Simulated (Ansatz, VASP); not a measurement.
# ZnS (3C polytype (invented)) in two plane-wave programs

Wanted: the spread between two codes on one cell, functional and k mesh. The cell is taken from a series of runs on this material, whose earlier steps may have relaxed, scaled, displaced or heated it; both programs get it as it stands.

Main program and level: Ansatz 0.2.0; plane waves, with VASP 6.6.1 beside it; relaxation of cell and atoms at r2SCAN.

## (1) The starting structure

The structure is cubic, space group F-43m (No. 216). Conventional cell: a = 5.407 Å, b = 5.407 Å, c = 5.407 Å, α = 90.00°, β = 90.00°, γ = 90.00°. Nearest to Zn lie 4 S at 2.34 Å. S has 4 Zn at 2.34 Å nearest. Farther neighbours and most contacts between anions are not listed.

Coordinates:

```xyz
2
Lattice="0.0000 2.7033 2.7033 2.7033 0.0000 2.7033 2.7033 2.7033 0.0000" Properties=species:S:1:pos:R:3 pbc="T T T"
Zn    0.0000    0.0000    0.0000
S     4.0549    4.0549    4.0549
```

## (2) VASP: relaxation of cell and atoms, r2SCAN

The relaxed volume is the usual yardstick between codes: in a stiff, nearly cubic crystal its relative difference is about their pressure difference at one cell divided by the bulk modulus.

Lines of VASP's logs that name or quote its potential files are left out, and so is its time.

The input, INCAR:

```
SYSTEM = ZnS
PREC = Accurate
ENCUT = 550
EDIFF = 1E-07
NELM = 120
ISMEAR = 0
SIGMA = 0.02
LREAL = .FALSE.
ALGO = Normal
METAGGA = R2SCAN
LASPH = .TRUE.
NBANDS = 15
LORBIT = 11
LWAVE = .FALSE.
LCHARG = .FALSE.
ISIF = 3
IBRION = 2
NSW = 80
EDIFFG = -0.005
GGA_COMPAT = .FALSE.
NELMIN = 4
EFERMI = MIDGAP
LMIXTAU = .TRUE.
```

The input, POSCAR:

```
ZnS
1.0
    0.0000000000      2.7032690000      2.7032690000
    2.7032690000      0.0000000000      2.7032690000
    2.7032690000      2.7032690000      0.0000000000
Zn S
1 1
Direct
    0.0000000000      0.0000000000      0.0000000000
    0.7499999075      0.7499999075      0.7499999075
```

The input, KPOINTS:

```
Automatic mesh
0
Gamma
6 6 6
0 0 0
```

PAW data sets: Zn and S (PBE family, release 64).

Command:

```bash
mpirun -np 1 vasp_std
```

Numbers of over 12 decimals in the logs are rounded to 6 here.

Log:

```text
[banner, memory and clock lines left out]
running    1 mpi-ranks, on    1 nodes
 distrk:  each k-point on    1 cores,    1 groups
 distr:  one band on    1 cores,    1 groups

 POSCAR found type information on POSCAR ZnS
 POSCAR found :  2 types and       2 ions
|                                                                             |
|               ----> ADVICE to this user running VASP <----                  |
|                                                                             |
|     You enforced a specific xc type in the INCAR file but a different       |
|     [... a line on the potential file left out ...]
|     I HOPE YOU KNOW WHAT YOU ARE DOING!                                     |
|                                                                             |

 LDA part: xc-table for (None), standard interpolation
 POSCAR, INCAR and KPOINTS ok, starting setup
 FFT: planning ... GRIDC
 FFT: planning ... GRID_SOFT
 FFT: planning ... GRID
 WAVECAR not read
 entering main loop
       N       E                     dE             d eps       ncg     rms          rms(c)
DAV:   1     0.830656560659E+02    0.83066E+02   -0.97028E+03   480   0.154E+03
DAV:   2    -0.155987262455E+02   -0.98664E+02   -0.92099E+02   571   0.287E+02
DAV:   3    -0.218707383508E+02   -0.62720E+01   -0.62449E+01   592   0.705E+01
DAV:   4    -0.219387842586E+02   -0.68046E-01   -0.68033E-01   571   0.789E+00
DAV:   5    -0.219396033057E+02   -0.81905E-03   -0.81902E-03   606   0.804E-01    0.708E+00
DAV:   6    -0.188525439593E+02    0.30871E+01   -0.17805E+00   529   0.420E+01    0.657E+00
DAV:   7    -0.187849411847E+02    0.67603E-01   -0.57421E-01   515   0.141E+01    0.343E+00
DAV:   8    -0.188404658250E+02   -0.55525E-01   -0.13191E-01   480   0.457E+00    0.150E+00
DAV:   9    -0.188275992725E+02    0.12867E-01   -0.13046E-01   480   0.365E+00    0.368E-01
DAV:  10    -0.188498983725E+02   -0.22299E-01   -0.47833E-02   480   0.212E+00    0.158E-01
DAV:  11    -0.188627610747E+02   -0.12863E-01   -0.50833E-03   508   0.796E-01    0.593E-02
DAV:  12    -0.188426250050E+02    0.20136E-01   -0.70086E-03   480   0.911E-01    0.104E-01
DAV:  13    -0.188630132955E+02   -0.20388E-01   -0.51140E-03   480   0.712E-01    0.228E-02
DAV:  14    -0.188631123610E+02   -0.99066E-04   -0.81180E-05   613   0.918E-02    0.773E-03
DAV:  15    -0.188631116875E+02    0.67359E-06   -0.31024E-06   536   0.190E-02    0.514E-03
DAV:  16    -0.188631152774E+02   -0.35899E-05   -0.13956E-06   585   0.235E-02    0.376E-03
DAV:  17    -0.188631158373E+02   -0.55989E-06   -0.58395E-07   508   0.774E-03    0.260E-03
DAV:  18    -0.188631158420E+02   -0.46944E-08   -0.10542E-07   394   0.552E-03
   1 F= -.18863116E+02 E0= -.18863116E+02  d E =-.188631E+02
[...]
2 F= -.18864058E+02 E0= -.18864058E+02  d E =-.942237E-03
[...]
3 F= -.18864117E+02 E0= -.18864117E+02  d E =-.100118E-02
 curvature:  -0.33 expect dE=-0.837E-05 dE for cont linesearch -0.837E-05
 ZBRENT: interpolating
 opt :   0.7239  next Energy=   -18.864126 (dE=-0.101E-02)
 bond charge predicted
       N       E                     dE             d eps       ncg     rms          rms(c)
DAV:   1    -0.188642990340E+02   -0.18197E-03   -0.19912E-03   571   0.100E+00    0.957E-02
DAV:   2    -0.188641133481E+02    0.18569E-03   -0.42517E-04   592   0.625E-01    0.385E-02
DAV:   3    -0.188641027672E+02    0.10581E-04   -0.14674E-05   522   0.375E-02    0.181E-02
DAV:   4    -0.188641020418E+02    0.72545E-06   -0.13367E-05   529   0.429E-02    0.868E-03
DAV:   5    -0.188641043683E+02   -0.23265E-05   -0.20899E-06   515   0.163E-02    0.712E-03
DAV:   6    -0.188641070807E+02   -0.27124E-05   -0.12851E-06   662   0.122E-02    0.322E-03
DAV:   7    -0.188641070313E+02    0.49388E-07   -0.42349E-07   494   0.651E-03
   4 F= -.18864107E+02 E0= -.18864107E+02  d E =-.991189E-03
 curvature:  -0.36 expect dE=-0.286E-06 dE for cont linesearch -0.286E-06
 trial: gam= 0.00000 g(F)=  0.944E-41 g(S)=  0.790E-06 ort =-0.420E-04 (trialstep = 0.945E+00)
 search vector abs. value=  0.790E-06
 reached required accuracy - stopping structural energy minimisation
```

From OUTCAR (step 2):

```text
ion  position               nearest neighbor table
   1  0.000  0.000  0.000-   2 2.34   2 2.34   2 2.34   2 2.34
   2  0.750  0.750  0.750-   1 2.34   1 2.34   1 2.34   1 2.34

  LATTYP: Found a face centered cubic cell.
 ALAT       =     5.4065380000

 Subroutine GETGRP returns: Found 24 space group operations
 (whereof 24 operations were pure point group operations)

The static configuration has the point symmetry T_d .

 Found     16 irreducible k-points:

   k-points           NKPTS =     16   k-points in BZ     NKDIM =     16   number of bands    NBANDS=     15

   dimension x,y,z NGX =    30 NGY =   30 NGZ =   30
   dimension x,y,z NGXF=    60 NGYF=   60 NGZF=   60

   ENCUT  =  550.0 eV  40.42 Ry    6.36 a.u.   7.31  7.31  7.31*2*pi/ulx,y,z

   NELECT =      18.0000    total number of electrons

 k-points in reciprocal lattice and weights: Automatic mesh
   0.00000000  0.00000000  0.00000000       0.005
   0.16666667  0.00000000  0.00000000       0.037
   0.33333333  0.00000000  0.00000000       0.037
   0.50000000  0.00000000  0.00000000       0.019
   0.16666667  0.16666667  0.00000000       0.028
   0.33333333  0.16666667  0.00000000       0.111
   0.50000000  0.16666667  0.00000000       0.111
  -0.33333333  0.16666667  0.00000000       0.111
  -0.16666667  0.16666667  0.00000000       0.056
[...]
-0.33333333  0.33333333  0.16666667       0.111
  -0.33333333  0.50000000  0.16666667       0.056

 average (electrostatic) potential at core
       1 -41.7243       2 -91.5500

 E-fermi :   3.2614

 k-point     1 :       0.0000    0.0000    0.0000
  band No.  band energies     occupation
    ...
      5      -4.0706      2.00000
      6      -4.0706      2.00000
      7       1.9060      2.00000
      8       1.9060      2.00000
      9       1.9060      2.00000
     10       4.6169      0.00000
     11       8.8019      0.00000
     12       8.8019      0.00000
     13       8.8019      0.00000
     14      14.2181      0.00000
    ...

 k-point     2 :       0.1667    0.0000    0.0000
  band No.  band energies     occupation
    ...
      5      -4.0724      2.00000
      6      -4.0724      2.00000
      7       0.2302      2.00000
      8       1.6518      2.00000
      9       1.6518      2.00000
     10       5.6978      0.00000
     11       8.7895      0.00000
     12       9.2198      0.00000
     13       9.2198      0.00000
     14      13.4044      0.00000
    ...

 k-point     3 :       0.3333    0.0000    0.0000
  band No.  band energies     occupation
    ...
      5      -4.0588      2.00000
      6      -4.0588      2.00000
      7      -2.0669      2.00000
      8       1.2073      2.00000
      9       1.2073      2.00000
     10       5.8813      0.00000
     11       9.4400      0.00000
     12       9.4400      0.00000
     13      10.3308      0.00000
     14      14.0812      0.00000
    ...

  Total        0.0033034      0.0033034      0.0033034     -0.0000000      0.0000000     -0.0000000
  in kB        0.1352001      0.1352001      0.1352001     -0.0000000      0.0000000     -0.0000000
  external PRESSURE =       0.1352001 kB  Pullay stress =       0.0000000 kB

  energy-cutoff  :      550.00
  volume of cell :       39.15
      direct lattice vectors                 reciprocal lattice vectors
     0.000000000  2.694971668  2.694971668    -0.185530707  0.185530707  0.185530707
     2.694971668  0.000000000  2.694971668     0.185530707 -0.185530707  0.185530707
     2.694971668  2.694971668  0.000000000     0.185530707  0.185530707 -0.185530707

 POSITION                                       TOTAL-FORCE (eV/Angst)
 -----------------------------------------------------------------------------------
      0.00000      0.00000      0.00000         0.000000     -0.000000      0.000000
      4.04246      4.04246      4.04246        -0.000000      0.000000     -0.000000
 -----------------------------------------------------------------------------------
    total drift:                                0.000229      0.000229      0.000229

  FREE ENERGIE OF THE ION-ELECTRON SYSTEM (eV)
  ---------------------------------------------------
  free  energy   TOTEN  =       -18.8641070313 eV

  energy  without entropy=      -18.8641070313  energy(sigma->0) =      -18.86410703

 reached required accuracy - stopping structural energy minimisation

 total charge
# of ion       s       p       d       tot
------------------------------------------
    1        0.502   0.481   9.819  10.802
    2        1.302   2.470   0.000   3.772
--------------------------------------------------
tot          1.804   2.951   9.819  14.573

[... 3 further parts left out ...]
```

CONTCAR:

```
ZnS
   1.00000000000000
     0.0000000000000000    2.6949716678893139    2.6949716678893139
     2.6949716678893139    0.0000000000000000    2.6949716678893139
     2.6949716678893139    2.6949716678893139    0.0000000000000000
  Zn              S
     1     1
Direct
     0.0000000000000000    0.0000000000000000    0.0000000000000000
     0.7499999074999977    0.7499999074999977    0.7499999074999977
```

The gap is read on the k-mesh alone, so it is an upper bound where the band edges lie off the mesh. The run keeps the 24 symmetry operations of its start, so it cannot find a distortion of lower symmetry.

## (3) Ansatz: relaxation of cell and atoms, r2SCAN

Ansatz runs on its PAW soft_1 files.

The same cell, functional, mesh and smearing now go to Ansatz, which takes its cutoff from its data sets.

The input, input.yaml:

```yaml
crystal:
  lattice:
    - [0.0, 2.703269, 2.703269]
    - [2.703269, 0.0, 2.703269]
    - [2.703269, 2.703269, 0.0]
  atoms:
    - { symbol: Zn, position: [0.0, 0.0, 0.0] }
    - { symbol: S, position: [0.75, 0.75, 0.75] }
kpoints:
  mp_grid: { grid: [6, 6, 6] }
hamiltonian:
  xc: r2scan
  pseudopotentials: { kind: paw, azcp: { folder: soft_1 } }
scf:
  occupations: { method: gaussian, width: 0.02 }
output:
  forces: true
  stress: true
  eigenvalues: true
  write_density: true
  write_potential: true
  elf: true
  volumetric_format: npy
relax:
  adjacent_minimum: "off"
  f_tol: 0.005
  max_steps: 80
  cell: { stress_tol: 0.05 }
```

Command:

```bash
ansatz run input.yaml --threads 4 --pin off --max-ram 9216MiB --backend cpu --events-out ev --progress --plain --runs-dir out
```

Log:

```text
Engine: ansatz 0.2.0, x86_64-unknown-linux-gnu
Pseudopotentials: kind: paw
Pseudopotential: Zn, paw, valence charge 12, recommended cutoff 500 eV (meta_gga), soft_1/Zn.paw.azcp
Pseudopotential: S, paw, valence charge 6, recommended cutoff 500 eV (meta_gga), soft_1/S.paw.azcp
Functional definition: r2SCAN
  parameter k0 = 0.174
  parameter k1 = 0.065
  parameter a1 = 4.9479
  exchange = r2scan_x(k0 = k0, k1 = k1, a1 = a1)
  correlation = r2scan_c
Crystal: 2 atoms, lattice volume = 39.509 Å³
Basis set: ecut = 500 eV, 965 PW (Γ), exchange–correlation on 120×120×120 points (64 copies of the dense FFT grid, shifted against one another)
Bands: 13, of which v1, the nominal top of the filled ones, is band 9 counted from 1 (8 counted from 0)
Symmetry: 24 space group operations
Space group: F-43m (ITA 216), of the structure as read, at distance tolerance 3.4e-5 Å
k-points: 16 of 216 (time reversal used)
Non-local potential: Zn, projectors of the file, l = 0: 2, l = 1: 2, l = 2: 3, l = 3: 1
Non-local potential: S, projectors of the file, l = 0: 2, l = 1: 2, l = 2: 1
PAW form: soft (Blöchl's): semilocal exchange-correlation on the pseudo side does not see the compensation charge
PAW frozen core: Zn, regenerated for the run's functional (the file was generated under x = pbe(κ = 0.804, μ = 0.219515), c = pbe(β = 0.066725))
PAW frozen core: S, regenerated for the run's functional (the file was generated under x = pbe(κ = 0.804, μ = 0.219515), c = pbe(β = 0.066725))
PAW one-centre angular grid: Zn, 590 points (default); XC on 160 Gauss nodes
PAW one-centre angular grid: S, 302 points (default); XC on 160 Gauss nodes
Initial density: superposition of atomic densities (chi_scale 0.1, normalization cell, long waves kept (reshape's long-wave potential 0.00 eV rms))
Initial wavefunctions: pseudopotential atomic-orbital guess
Functional: x = r2scan, c = r2scan; τ floored in thin density (d = 2e-4 eV/Å³)
SCF iter   1: F=—  HF=-4233.501264 eV  |F-HF|=—  |Δ(HF+E_count)|=         —  Δρ=5.35e-2  dr2=5.94e-1  dr2_τ=1.38e-2  ethr=3.10e-3  ⟨swp⟩=6.8  Hψ=1532  notcnv=0
preconditioner: auto → none  [insulator: Δε(μ)=2.737 eV  Ē_g=13.386 eV  σ=0.020 eV  W_gap=1.00  n_scr=14 (ndim 8)  ℏωp=25.1 eV  f_vac=0.000  D(μ)=0.00/eV (n_scr^D=0)  ε∞_Penn≈4.5]
SCF iter   2: F=—  HF=-4233.456923 eV  |F-HF|=—  |Δ(HF+E_count)|=   4.43e-2  Δρ=1.58e-2  dr2=6.34e-2  dr2_τ=1.44e-3  ethr=3.10e-3  ⟨swp⟩=2.0  Hψ=528  notcnv=0
SCF iter   3: F=—  HF=-4233.450708 eV  |F-HF|=—  |Δ(HF+E_count)|=   6.21e-3  Δρ=1.31e-2  dr2=3.11e-2  dr2_τ=4.48e-4  ethr=3.52e-4  ⟨swp⟩=2.0  Hψ=528  notcnv=0
SCF iter   4: F=—  HF=-4233.448773 eV  |F-HF|=—  |Δ(HF+E_count)|=   1.94e-3  Δρ=1.94e-3  dr2=9.61e-4  dr2_τ=8.06e-5  ethr=1.73e-4  ⟨swp⟩=2.0  Hψ=398  notcnv=0
SCF iter   5: F=—  HF=-4233.448924 eV  |F-HF|=—  |Δ(HF+E_count)|=   1.51e-4  Δρ=5.40e-4  dr2=6.60e-5  dr2_τ=2.03e-6  ethr=5.34e-6  ⟨swp⟩=2.3  Hψ=485  notcnv=0
SCF iter   6: F=—  HF=-4233.448939 eV  |F-HF|=—  |Δ(HF+E_count)|=   1.57e-5  Δρ=3.86e-5  dr2=7.98e-7  dr2_τ=2.49e-8  ethr=3.67e-7  ⟨swp⟩=2.1  Hψ=353  notcnv=0
SCF iter   7: F=-4233.448939 eV  HF=-4233.448939 eV  |F-HF|=1.12e-8  |Δ(HF+E_count)|=   1.39e-7  Δρ=1.10e-5  dr2=2.63e-8  dr2_τ=8.87e-10  ethr=5.56e-10  ⟨swp⟩=11.9  Hψ=1898  notcnv=0
SCF 1 converged in 7 iterations: F = -4233.448939 eV  dr2 = 2.63e-8
  greatest PAW one-centre occupation: 0.983 electrons in one spin orbital (limit 2), on the Zn atom at site 0 (counted from 0), in its partial waves of l = 2
relax step   1: F+E_penalty+E_count = -4233.44893901 eV  Δ(F+E_penalty+E_count) = +0.000e0 eV  max|allowed force component| = 1.850e-16 eV/Å  Δτ_max = 0.0000 Å  P = -0.672 GPa  Ω = 39.509 Å³  (7 SCF iters, dr2 threshold 1.00e-7 eV, accepted)
[...]
relax step   2: F+E_penalty+E_count = -4233.44961415 eV  Δ(F+E_penalty+E_count) = -6.751e-4 eV  max|allowed force component| = 6.592e-17 eV/Å  Δτ_max = 0.0000 Å  P = -0.272 GPa  Ω = 39.303 Å³  energy of the carried Pulay correction = +6.780e-5 eV  (4 SCF iters, dr2 threshold 2.00e-7 eV, accepted)
[...]
relax step   3: F+E_penalty+E_count = -4233.44977720 eV  Δ(F+E_penalty+E_count) = -1.630e-4 eV  max|allowed force component| = 6.014e-17 eV/Å  Δτ_max = 0.0000 Å  P = +0.004 GPa  Ω = 39.164 Å³  energy of the carried Pulay correction = +1.138e-4 eV  (4 SCF iters, dr2 threshold 1.85e-7 eV, accepted)
[...]
relax step   4: F+E_penalty+E_count = -4233.44967379 eV  Δ(F+E_penalty+E_count) = +1.034e-4 eV  max|allowed force component| = 6.939e-17 eV/Å  Δτ_max = 0.0000 Å  P = +0.001 GPa  Ω = 39.164 Å³  stress off target by 9.14e-4 GPa  SCF on the basis re-selected at this cell (its energy is not comparable with the rows above)  (5 SCF iters)
basis re-selected at this cell: Δ(F+E_penalty+E_count) = +1.034e-4 eV, ΔP = -0.003 GPa vs the last step (what re-selecting the basis moved, of the pressure what is left beyond the Pulay correction that the steps carried, after the strain that the cell walked since its last selection, with what the two solves' SCF thresholds leave and, on support functions, any second-order correction that the steps lacked; it is no m [...]
SCF converged after 5 iterations
Free energy (F): -4233.449674 eV
Harris-Foulkes:  -4233.449674 eV  (|F-HF|=0.00e0)
Internal energy: -4233.449674 eV  (E = F + TS)
E sigma→0 (E₀):  -4233.449674 eV
Fermi energy:    6.936956 eV
--- Per-component energies (eV) ---
  E_band       = -1.628128
  E_kinetic    = 251.823892
  E_local      = -2269.882272  (includes V_loc(G=0)·N_el)
  E_nonlocal   = 860.797599
  E_hartree    = 867.857961
  E_xc         = -153.913584
  E_vxc        = -140.429771  (∫ρ·V_xc dr)
  E_paw        = -2533.382649  (= ΣΔE_a)
  E_vpaw       = -446.469162  (= ΣTr[D̂ρ^β])
  E_aug_tail   = 0.000068  (compensation charges beyond the density's cutoff)
  E_vtau       = 6.815539  (kinetic-family band-sum trace: ∫τ·v_τ [+ j·A + Jᵃ·Aᵃ] dr)
  E_ewald      = -1256.458306
  E_core_change = -0.292384  (= ΣΔE_core)
  E_smearing   = -0.000000  (= −TS)
  E_closure    = -0.000000  (closes the sum)
  Σ components = -4233.449674   (vs F -4233.449674, Δ=0.00e0)
--- Forces (eV/Å), atoms counted from 1 ---
  atom   1  Zn    -0.00000000    -0.00000000     0.00000000
  atom   2  S      0.00000000    -0.00000000    -0.00000000
  max |Σ_I F_I| component: 6.48e-17 eV/Å
--- Stress (GPa, compression-positive) ---
        0.000914      -0.000000      -0.000000
       -0.000000       0.000914       0.000000
        0.000000       0.000000       0.000914
  P = ⅓ Tr σ = 0.0009 GPa (0.009 kbar)
--- Band table (eV; the first three rows and the last of 16) ---
  k-point 0: bands = [... 5 lower, -0.3971, 5.5892, 5.5892, 5.5892, 8.2845, 12.4481, 12.4481, 12.4481]
  k-point 1: bands = [... 5 lower, -0.3988, 3.9136, 5.3348, 5.3348, 9.3644, 12.4389, 12.8638, 12.8638]
  k-point 2: bands = [... 5 lower, -0.3849, 1.6158, 4.8895, 4.8895, 9.5490, 13.0858, 13.0858, 13.9846]
  k-point 15: bands = [... 5 lower, -0.0345, 0.9207, 2.8689, 2.8908, 10.7667, 11.4151, 15.1653, 15.2041]
--- Relaxed structure (3 steps of the walk, 3 accepted, 1 SCFs on fresh bases) ---
  F+E_penalty+E_count = -4233.44967379 eV   max|allowed force component| = 6.939e-17 eV/Å   (the final SCF, on the basis selected at the relaxed cell)
  cell:  # Å, volume = 39.1642 Å³
    - [0.0, 2.695379, 2.695379]
    - [2.695379, 0, 2.695379]
    - [2.695379, 2.695379, 0]
  atoms:
    - { symbol: Zn, position: [0, 0, 0] }
    - { symbol: S, position: [0.75, 0.75, 0.75] }
```

In the SCF lines HF is the Harris–Foulkes energy and dr2 the Hartree energy of the density residual, in eV; the loop may stop once dr2 is under the threshold and the program's other checks hold. Hψ counts applications of the Hamiltonian.

## (4) Side by side

Known differences besides the potentials themselves: VASP keeps PBE cores, Ansatz makes them for the functional; the cutoff is 500 eV in Ansatz and 550 eV in VASP; Ansatz adds a Pulay correction to the stress that steers its cell, VASP none. Total energies have different zeros and are not compared.

Both answers:

```csv
quantity,Ansatz,VASP,difference
volume (Å³),39.16,39.15,+0.05 %
"edge a after relaxation, in the typed setting (Å)",3.812,3.811,+0.01 %
```

## (5) Summary of results

| Item | Value |
| --- | --- |
| difference in volume (relaxation of cell and atoms, r2SCAN) | 0.045 % |

In words: The difference in volume is 0.045 % (relaxation of cell and atoms, r2SCAN), within the 1.2 % picked in this series as the mark of a large difference, as far as the stopping tolerances let one tell. Such differences can come from data sets, numerical settings and the points named under the comparisons, not from the functional's error against experiment.

[Lines on the potential files, build, host, timing and source positions are cut from VASP's logs without a mark.]

[Logs are printed without paths, hosts, clocks, repeated set-up lines and the standing remarks that a program may print on its own settings, such as how far it seeks lower states.]

[Hosts, paths, dates, database ids (printed as entryN), source tags and the programs' standing remarks are cut or masked in the printed files.]
